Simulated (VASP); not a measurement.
**CdTe: excitons from the Bethe-Salpeter equation**

What does the electron-hole attraction do to the spectrum of CdTe? The cell is of the zinc-blende type, one of the forms listed for this formula. The start is a cell from a database of measured crystal structures.

Main program and level: VASP 6.6.1; PBE; plane waves and PAW (Cd_GW, Te_GW), in the first sound run; inputs show where later runs differ.

### Step 1. Starting point

The structure is cubic, space group F-43m (No. 216). Conventional cell: a = 6.480 Å, b = 6.480 Å, c = 6.480 Å, α = 90.00°, β = 90.00°, γ = 90.00°. Nearest to Cd lie 4 Te at 2.81 Å. Nearest to Te lie 4 Cd at 2.81 Å. Farther neighbours and most contacts between anions are not listed.

Coordinates:

```xyz
2
Lattice="0.0000 3.2400 3.2400 3.2400 0.0000 3.2400 3.2400 3.2400 0.0000" Properties=species:S:1:pos:R:3 pbc="T T T"
Cd    0.0000    0.0000    0.0000
Te    1.6200    1.6200    1.6200
```

### Step 2. Ground state

The orbitals come from a self-consistent PBE run with a tight EDIFF and a narrow smearing. KPOINTS_OPT adds the bands along a path, which shows whether the mesh holds the band edges.

INCAR reads:

```
SYSTEM = CdTe
PREC = Accurate
ENCUT = 300
EDIFF = 1E-08
NELM = 100
ISMEAR = 0
SIGMA = 0.01
LREAL = .FALSE.
ALGO = Normal
GGA = PE
NBANDS = 15
LORBIT = 11
LWAVE = .TRUE.
LCHARG = .FALSE.
KPAR = 8
```

POSCAR reads:

```
CdTe
1.0
    0.0000000000      3.2400000000      3.2400000000
    3.2400000000      0.0000000000      3.2400000000
    3.2400000000      3.2400000000      0.0000000000
Cd Te
1 1
Direct
    0.0000000000      0.0000000000      0.0000000000
    0.2500000000      0.2500000000      0.2500000000
```

KPOINTS reads:

```
Automatic mesh
0
Gamma
6 6 6
0 0 0
```

KPOINTS_OPT reads:

```
Line mode
12
Line-mode
Reciprocal
  0.00000000   0.00000000   0.00000000 GAMMA
  0.50000000   0.00000000   0.50000000 X

  0.50000000   0.00000000   0.50000000 X
  0.50000000   0.25000000   0.75000000 W

  0.50000000   0.25000000   0.75000000 W
  0.37500000   0.37500000   0.75000000 K

  0.37500000   0.37500000   0.75000000 K
  0.00000000   0.00000000   0.00000000 GAMMA

  0.00000000   0.00000000   0.00000000 GAMMA
  0.50000000   0.50000000   0.50000000 L

  0.50000000   0.50000000   0.50000000 L
  0.62500000   0.25000000   0.62500000 U

  0.62500000   0.25000000   0.62500000 U
  0.50000000   0.25000000   0.75000000 W

  0.50000000   0.25000000   0.75000000 W
  0.50000000   0.50000000   0.50000000 L

  0.50000000   0.50000000   0.50000000 L
  0.37500000   0.37500000   0.75000000 K

  0.62500000   0.25000000   0.62500000 U
  0.50000000   0.00000000   0.50000000 X
```

Potentials, in the order of the species: Cd_GW and Te_GW (PBE family, release 64).

The run is started by

```sh
> mpirun -np 8 vasp_std
```

What it wrote:

```text
[banner, memory and clock lines left out]
running    8 mpi-ranks, on    1 nodes
 distrk:  each k-point on    1 cores,    8 groups
 distr:  one band on    1 cores,    1 groups

 POSCAR found type information on POSCAR CdTe
 POSCAR found :  2 types and       2 ions
|                                                                             |
|           W    W    AA    RRRRR   N    N  II  N    N   GGGG   !!!           |
|           W    W   A  A   R    R  NN   N  II  NN   N  G    G  !!!           |
|           W    W  A    A  R    R  N N  N  II  N N  N  G       !!!           |
|           W WW W  AAAAAA  RRRRR   N  N N  II  N  N N  G  GGG   !            |
|           WW  WW  A    A  R   R   N   NN  II  N   NN  G    G                |
|           W    W  A    A  R    R  N    N  II  N    N   GGGG   !!!           |
|                                                                             |
|     For optimal performance we recommend to set                             |
|       NCORE = 2 up to number-of-cores-per-socket                            |
|     NCORE specifies how many cores store one orbital (NPAR=cpu/NCORE).      |
|     This setting can greatly improve the performance of VASP for DFT.       |
|     The default, NCORE=1 might be grossly inefficient on modern             |
|     multi-core architectures or massively parallel machines. Do your        |
|     Unfortunately you need to use the default for GW and RPA                |
|     calculations (for HF NCORE is supported but not extensively tested      |
|     yet).                                                                   |
|                                                                             |

 LDA part: xc-table for (Slater+PW92), standard interpolation
 POSCAR, INCAR and KPOINTS ok, starting setup
 FFT: planning ... GRIDC
 FFT: planning ... GRID_SOFT
 FFT: planning ... GRID
 WAVECAR not read
 entering main loop
       N       E                     dE             d eps       ncg     rms          rms(c)
DAV:   1     0.555768579266E+02    0.55577E+02   -0.67747E+03   608   0.717E+02
DAV:   2    -0.275464929349E+01   -0.58332E+02   -0.55625E+02   669   0.202E+02
DAV:   3    -0.494249808363E+01   -0.21878E+01   -0.21816E+01   660   0.395E+01
DAV:   4    -0.503712883787E+01   -0.94631E-01   -0.94613E-01   732   0.881E+00
DAV:   5    -0.503920844927E+01   -0.20796E-02   -0.20796E-02   675   0.120E+00    0.480E+00
DAV:   6    -0.481919524515E+01    0.22001E+00   -0.35778E-01   649   0.725E+00    0.383E+00
DAV:   7    -0.479788126306E+01    0.21314E-01   -0.12579E-01   599   0.232E+00    0.142E+00
DAV:   8    -0.479788419785E+01   -0.29348E-05   -0.14242E-02   752   0.131E+00    0.201E-01
DAV:   9    -0.479802778136E+01   -0.14358E-03   -0.14100E-03   665   0.452E-01    0.430E-02
DAV:  10    -0.479807643007E+01   -0.48649E-04   -0.28105E-04   669   0.202E-01    0.184E-02
DAV:  11    -0.479808635598E+01   -0.99259E-05   -0.48319E-05   600   0.646E-02    0.762E-03
DAV:  12    -0.479808689320E+01   -0.53722E-06   -0.56682E-06   803   0.170E-02    0.290E-03
DAV:  13    -0.479808733552E+01   -0.44232E-06   -0.12638E-06   571   0.750E-03    0.699E-04
DAV:  14    -0.479808733040E+01    0.51227E-08   -0.62886E-08   773   0.192E-03
   1 F= -.47980873E+01 E0= -.47980873E+01  d E =-.115163E-11
 Start KPOINTS_OPT (optional k-point list driver)
k-point batch [1-16\120]
       N       E                     dE             ncg
DAV:   1     0.159313630059E+03   -0.40851E+04      600
DAV:   2    -0.814427077607E+03   -0.97374E+03      648
DAV:   3    -0.849177961078E+03   -0.34751E+02      678
DAV:   4    -0.850711539405E+03   -0.15336E+01      747
DAV:   5    -0.850742408043E+03   -0.30869E-01      702
DAV:   6    -0.850743826291E+03   -0.14182E-02      763
DAV:   7    -0.850743841964E+03   -0.15674E-04      710
DAV:   8    -0.850743842494E+03   -0.52967E-06      732
DAV:   9    -0.850743842502E+03   -0.74984E-08      543
[...]
k-point batch [113-120\120]
       N       E                     dE             ncg
DAV:   1     0.363913331369E+04   -0.35061E+04      296
DAV:   2     0.316550595136E+04   -0.47363E+03      338
DAV:   3     0.314878941233E+04   -0.16717E+02      325
DAV:   4     0.314796824247E+04   -0.82117E+00      410
DAV:   5     0.314795905752E+04   -0.91849E-02      332
DAV:   6     0.314795849707E+04   -0.56045E-03      417
DAV:   7     0.314795849257E+04   -0.44936E-05      333
DAV:   8     0.314795849244E+04   -0.13076E-06      370
DAV:   9     0.314795849244E+04   -0.17662E-08      267
 writing wavefunctions
```

Run time: 17 s. Hardware: 8 MPI ranks of AMD EPYC 7R43, shared host; peak memory 1.1 GiB; 2.1 min of CPU time.

The logs omit lines about the potential files and the build; timing stands in the text.

From OUTCAR (step 2):

```text
ion  position               nearest neighbor table
   1  0.000  0.000  0.000-   2 2.81   2 2.81   2 2.81   2 2.81
   2  0.250  0.250  0.250-   1 2.81   1 2.81   1 2.81   1 2.81

  LATTYP: Found a face centered cubic cell.
 ALAT       =     6.4800000000

 Subroutine GETGRP returns: Found 24 space group operations
 (whereof 24 operations were pure point group operations)

The static configuration has the point symmetry T_d .

 Found     16 irreducible k-points:

   k-points           NKPTS =     16   k-points in BZ     NKDIM =     16   number of bands    NBANDS=     15

   dimension x,y,z NGX =    28 NGY =   28 NGZ =   28
   dimension x,y,z NGXF=    56 NGYF=   56 NGZF=   56

   ENCUT  =  300.0 eV  22.05 Ry    4.70 a.u.   6.47  6.47  6.47*2*pi/ulx,y,z

   NELECT =      18.0000    total number of electrons

 k-points in reciprocal lattice and weights: Automatic mesh
   0.00000000  0.00000000  0.00000000       0.005
   0.16666667  0.00000000  0.00000000       0.037
   0.33333333  0.00000000  0.00000000       0.037
   0.50000000  0.00000000  0.00000000       0.019
   0.16666667  0.16666667  0.00000000       0.028
   0.33333333  0.16666667  0.00000000       0.111
   0.50000000  0.16666667  0.00000000       0.111
  -0.33333333  0.16666667  0.00000000       0.111
  -0.16666667  0.16666667  0.00000000       0.056
[...]
-0.33333333  0.33333333  0.16666667       0.111
  -0.33333333  0.50000000  0.16666667       0.056

 average (electrostatic) potential at core
       1 -68.7290       2 -90.3790

 E-fermi :   3.3664

 k-point     1 :       0.0000    0.0000    0.0000
  band No.  band energies     occupation
    ...
      5      -4.6908      2.00000
      6      -4.6908      2.00000
      7       3.3240      2.00000
      8       3.3240      2.00000
      9       3.3240      2.00000
     10       4.0859      0.00000
     11       7.9317      0.00000
     12       7.9317      0.00000
     13       7.9317      0.00000
     14      10.7754      0.00000
    ...

 k-point     2 :       0.1667    0.0000    0.0000
  band No.  band energies     occupation
    ...
      5      -4.6918      2.00000
      6      -4.6918      2.00000
      7       1.5855      2.00000
      8       3.0957      2.00000
      9       3.0957      2.00000
     10       5.1746      0.00000
     11       8.0482      0.00000
     12       8.2705      0.00000
     13       8.2705      0.00000
     14      11.7564      0.00000
    ...

 k-point     3 :       0.3333    0.0000    0.0000
  band No.  band energies     occupation
    ...
      5      -4.6876      2.00000
      6      -4.5887      2.00000
      7      -0.2599      2.00000
      8       2.7137      2.00000
      9       2.7137      2.00000
     10       5.2452      0.00000
     11       8.5583      0.00000
     12       8.5583      0.00000
     13       9.5785      0.00000
     14      11.3862      0.00000
    ...

  Total        1.0417923      1.0417923      1.0417923     -0.0000000      0.0000000     -0.0000000
  in kB       24.5372952     24.5372952     24.5372952     -0.0000000      0.0000000     -0.0000000
  external PRESSURE =      24.5372952 kB  Pullay stress =       0.0000000 kB

  energy-cutoff  :      300.00
  volume of cell :       68.02
      direct lattice vectors                 reciprocal lattice vectors
     0.000000000  3.240000000  3.240000000    -0.154320988  0.154320988  0.154320988
     3.240000000  0.000000000  3.240000000     0.154320988 -0.154320988  0.154320988
     3.240000000  3.240000000  0.000000000     0.154320988  0.154320988 -0.154320988

 POSITION                                       TOTAL-FORCE (eV/Angst)
 -----------------------------------------------------------------------------------
      0.00000      0.00000      0.00000         0.000000      0.000000      0.000000
      1.62000      1.62000      1.62000        -0.000000     -0.000000     -0.000000
 -----------------------------------------------------------------------------------
    total drift:                                0.000001      0.000001      0.000001

  FREE ENERGIE OF THE ION-ELECTRON SYSTEM (eV)
  ---------------------------------------------------
  free  energy   TOTEN  =        -4.7980873304 eV

  energy  without entropy=       -4.7980873304  energy(sigma->0) =       -4.79808733

 total charge
# of ion       s       p       d       f       tot
--------------------------------------------------
    1        0.548   0.411   9.661   0.012  10.632
    2        1.566   2.643   0.046   0.000   4.255
--------------------------------------------------
tot          2.114   3.053   9.707   0.012  14.887

[... 3 further parts left out ...]
```

This step gave:

```yaml
free_energy_toten: -4.798 eV
fermi_energy: 3.366 eV
pressure: 2.454 GPa
least_gap_on_mesh_and_path: 0.7619 eV
least_direct_gap_on_mesh_and_path: 0.7619 eV
```

The highest empty bands on the path are converged less tightly, to about 0.1 eV. The electronic bands at the labelled points (eV, zero at the valence-band top; v1 is the highest filled band, c1 the lowest empty one):

```tsv
point	v4	v3	v2	v1	c1	c2	c3	c4
Γ	-8.01	0.00	0.00	0.00	0.76	4.61	4.61	4.61
0.45 of the way	-8.00	-2.42	-0.96	-0.96	2.91	3.39	6.21	6.21
X	-7.52	-4.31	-1.87	-1.87	2.61	2.67	8.81	9.14
0.45 of the way	-7.49	-4.26	-2.07	-2.02	3.20	3.21	7.67	7.70
W	-7.44	-4.19	-2.32	-2.20	4.25	4.68	5.56	6.31
0.45 of the way	-7.46	-4.20	-2.47	-1.88	3.58	4.55	6.25	6.77
K	-7.48	-4.21	-2.56	-1.55	2.90	4.51	7.35	7.47
0.45 of the way	-7.90	-3.24	-1.69	-0.54	2.93	5.05	5.38	5.45
Γ	-8.01	0.00	0.00	0.00	0.76	4.61	4.61	4.61
0.55 of the way	-8.01	-2.98	-0.48	-0.48	1.97	5.19	5.19	5.59
L	-7.66	-4.43	-0.78	-0.78	1.81	5.20	5.20	7.06
0.45 of the way	-7.60	-4.30	-1.78	-1.04	2.80	4.77	5.87	6.99
U	-7.48	-4.21	-2.56	-1.55	2.90	4.51	7.35	7.47
0.45 of the way	-7.46	-4.20	-2.49	-1.80	3.39	4.54	6.46	6.91
W	-7.44	-4.19	-2.32	-2.20	4.25	4.68	5.56	6.31
0.45 of the way	-7.55	-4.22	-2.18	-1.35	3.37	4.59	5.96	7.35
L	-7.66	-4.43	-0.78	-0.78	1.81	5.20	5.20	7.06
0.45 of the way	-7.60	-4.30	-1.78	-1.04	2.80	4.77	5.87	6.99
K	-7.48	-4.21	-2.56	-1.55	2.90	4.51	7.35	7.47
jump to U	-7.48	-4.21	-2.56	-1.55	2.90	4.51	7.35	7.47
0.55 of the way	-7.50	-4.29	-2.11	-1.80	2.69	3.15	8.17	8.57
X	-7.52	-4.31	-1.87	-1.87	2.61	2.67	8.81	9.14
```

Of the projections kept (Cd, Te), the largest for each band there; the rest of the weight can lie on other orbitals:

```tsv
point	v4	v3	v2	v1	c1	c2	c3	c4
Γ	Cd 1.00	Te 0.84	Te 0.84	Te 0.84	Cd 0.56	Cd 0.68	Cd 0.68	Cd 0.68
X	Cd 0.86	Cd 0.53	Te 0.80	Te 0.80	Cd 0.58	Cd 0.57	Te 0.81	Te 0.54
W	Cd 0.86	Cd 0.52	Te 0.77	Te 0.78	Te 0.58	Te 0.74	Cd 0.63	Cd 0.51
K	Cd 0.87	Cd 0.52	Te 0.77	Te 0.80	Cd 0.57	Te 0.63	Te 0.58	Te 0.56
Γ	Cd 1.00	Te 0.84	Te 0.84	Te 0.84	Cd 0.56	Cd 0.68	Cd 0.68	Cd 0.68
L	Cd 0.91	Te 0.57	Te 0.81	Te 0.81	Cd 0.61	Cd 0.57	Cd 0.57	Te 0.72
```

The electronic bands as a text plot (rows in eV, shown from -8.0 to 4.6 only):

```
    4.3 |++          +++++     +++++           ++++
    3.8 |  ++       +  +                         + ++         +
    3.3 |    +++          +++                   +    +         +
    2.8 |   ++++++++    ++   ++             ++++      +   +++++++
    2.2 |  +                   +           +           + +
    1.7 | +                     +   +++++++             +
    1.2 |+                       + +
    0.7 |                         +
    0.1 |*                      ****
   -0.4 |***                 *****  ****
   -0.9 | * *             ***   *  *    *****         ******
   -1.4 |  * ***        **   ***    *      * ***    ***   * ***
   -2.0 |   *   ********    *        *      *   **** *     *   **
   -2.5 |            *******                 ********       ***
   -3.0 |    *               **       *
   -3.5 |     **            *          *
   -4.1 |       ************            *   ***********    ******
   -4.6 |                                ***           ****
   -5.1 |
   -5.6 |
   -6.2 |
   -6.7 |
   -7.2 |           ****                        ****
   -7.7 |    *******    *******        *********    *************
         Γ       X    W  K        Γ      L     U  W     L   K|U X
```

The cell has a gap of 0.762 eV on mesh and path and a pressure of +2.5 GPa, which holds the misfit of the given cell and coordinates with this functional, and any error of cutoff, mesh and data sets. Spin-orbit coupling is left out, which can shift or reorder these edges.

### Step 3. Empty bands

ALGO = Exact makes the empty bands from the converged ground state in one step. LOPTICS writes the k-derivatives of the orbitals (WAVEDER), which give the long-wavelength limit of the screening.

INCAR reads:

```
SYSTEM = CdTe
PREC = Accurate
ENCUT = 300
ISMEAR = 0
SIGMA = 0.01
LREAL = .FALSE.
GGA = PE
NBANDS = 160
ALGO = Exact
NELM = 1
LWAVE = .TRUE.
LCHARG = .FALSE.
LOPTICS = .TRUE.
NEDOS = 1000
CSHIFT = 0.1
```

POSCAR is that of step 2.

KPOINTS is that of step 2.

The run is started by

```sh
> mpirun -np 8 vasp_std
```

What it wrote:

```text
[banner, memory and clock lines left out]
running    8 mpi-ranks, on    1 nodes
 distrk:  each k-point on    8 cores,    1 groups
 distr:  one band on    1 cores,    8 groups

 POSCAR found type information on POSCAR CdTe
 POSCAR found :  2 types and       2 ions
 [... a notice as in an earlier step ...]

 LDA part: xc-table for (Slater+PW92), standard interpolation
 found WAVECAR, reading the header
  number of bands has changed, file:    15 present:   160
  trying to continue reading WAVECAR, but it might fail
 POSCAR, INCAR and KPOINTS ok, starting setup
 FFT: planning ... GRIDC
 FFT: planning ... GRID_SOFT
 FFT: planning ... GRID
 reading WAVECAR
 random initialization beyond band           15
 the WAVECAR file was read successfully
 initial charge from wavefunction
 entering main loop
       N       E                     dE             d eps       ncg     rms          rms(c)
DIA:   1    -0.479808738562E+01   -0.47981E+01    0.00000E+00     0   0.000E+00
   1 F= -.47980874E+01 E0= -.47980874E+01  d E =-.264217E-64
 writing wavefunctions
 optical routines
 imaginary and real dielectric function
 recalculating local potential from charge density
 direction            1
 direction            2
 direction            3
```

Elapsed: 11 s, on 8 MPI ranks; peak memory 0.97 GiB.

From OUTCAR (step 3):

```text
The static configuration has the point symmetry T_d .

 Found     16 irreducible k-points:

   k-points           NKPTS =     16   k-points in BZ     NKDIM =     16   number of bands    NBANDS=    160

   NELECT =      18.0000    total number of electrons

 E-fermi :   3.4420

 k-point     1 :       0.0000    0.0000    0.0000
  band No.  band energies     occupation
    ...
      5      -4.6910      2.00000
      6      -4.6910      2.00000
      7       3.3240      2.00000
      8       3.3240      2.00000
      9       3.3240      2.00000
     10       4.0859      0.00000
     11       7.9316      0.00000
     12       7.9316      0.00000
     13       7.9316      0.00000
     14      10.7754      0.00000
    ...

 k-point     2 :       0.1667    0.0000    0.0000
  band No.  band energies     occupation
    ...
      5      -4.6919      2.00000
      6      -4.6919      2.00000
      7       1.5855      2.00000
      8       3.0957      2.00000
      9       3.0957      2.00000
     10       5.1746      0.00000
     11       8.0482      0.00000
     12       8.2705      0.00000
     13       8.2705      0.00000
     14      11.7562      0.00000
    ...

  Total        1.0429565      1.0429565      1.0429565      0.0000000      0.0000000      0.0000000
  in kB       24.5647166     24.5647166     24.5647166      0.0000000      0.0000000      0.0000000
  external PRESSURE =      24.5647166 kB  Pullay stress =       0.0000000 kB

 POSITION                                       TOTAL-FORCE (eV/Angst)
 -----------------------------------------------------------------------------------
      0.00000      0.00000      0.00000        -0.000000     -0.000000     -0.000000
      1.62000      1.62000      1.62000         0.000000      0.000000      0.000000
 -----------------------------------------------------------------------------------
    total drift:                                0.000001      0.000001      0.000001

  FREE ENERGIE OF THE ION-ELECTRON SYSTEM (eV)
  ---------------------------------------------------
  free  energy   TOTEN  =        -4.7980873856 eV

  energy  without entropy=       -4.7980873856  energy(sigma->0) =       -4.79808739

 plasma frequency squared (from intraband transitions) (eV^2)
  --------------------------------------------------------------------------------------
       0.000       0.000      -0.000
       0.000       0.000      -0.000
      -0.000      -0.000       0.000

[... 7 parts as in an earlier step ...]

[... 5 further parts left out ...]
```

The gap is read on the k-mesh alone, so it is an upper bound where the band edges lie off the mesh.

Numbers from this step:

| Quantity | Value |
| --- | --- |
| gap on the k-mesh | 0.7619 eV |
| least direct gap on the k-mesh | 0.7619 eV |

WAVECAR now holds 160 bands for 18 electrons. Its independent-particle dielectric tensor has xx, yy, zz = 14.1, 14.1, 14.1 on this mesh, which isn't tested for convergence in mesh or bands and lacks local fields.

(Continued in part 2 of 3.)

[Lines on the potential files, build, host, timing and source positions are cut from VASP's logs without a mark.]

[Logs are printed without paths, hosts, clocks, repeated set-up lines and the standing remarks that a program may print on its own settings, such as how far it seeks lower states.]

[Hosts, paths, dates, database ids (printed as entryN), source tags and the programs' standing remarks are cut or masked in the printed files.]

[Pressures printed for these runs are not shown converged in the cutoff: they can be off by several GPa and have the wrong sign.]
